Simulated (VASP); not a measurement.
Consider the following.

```xyz
1
Lattice="0.0000 1.9711 1.9711 1.9711 0.0000 1.9711 1.9711 1.9711 0.0000" Properties=species:S:1:pos:R:3 pbc="T T T"
Pt     0.0000     0.0000     0.0000
```

These are r2SCAN meta-GGA, VASP's PBE PAW potentials (set 64) (plane waves; VASP 6.6.1) values and carry that method's errors. Settings: 480 eV cut-off, 14×14×14 Γ-centred mesh, first-order Methfessel-Paxton smearing of 0.10 eV, potentials Pt.

Energy and stress use the plane-wave basis of the starting cell.

Q: The ions, cell shape and volume at an external pressure of 10.0 GPa are relaxed. Give the cell that the relaxation ends in.

A: 
```xyz
1
Lattice="0.0000 1.9496 1.9496 1.9496 0.0000 1.9496 1.9496 1.9496 0.0000" Properties=species:S:1:pos:R:3 pbc="T T T"
Pt     0.0000     0.0000     0.0000
```
Space group Fm-3m (225), at a tolerance of 0.03 Å.

Q: How do energy and volume change from the first to the last step?

A: The energy (σ→0) changes by +14.8 meV/atom and the volume by -3.2 %, in 4 ionic steps.

The compound is Pt in the fcc structure. This run relaxes it under an external pressure of 10 GPa. Symmetry was kept, so distortions that lower it aren't found.
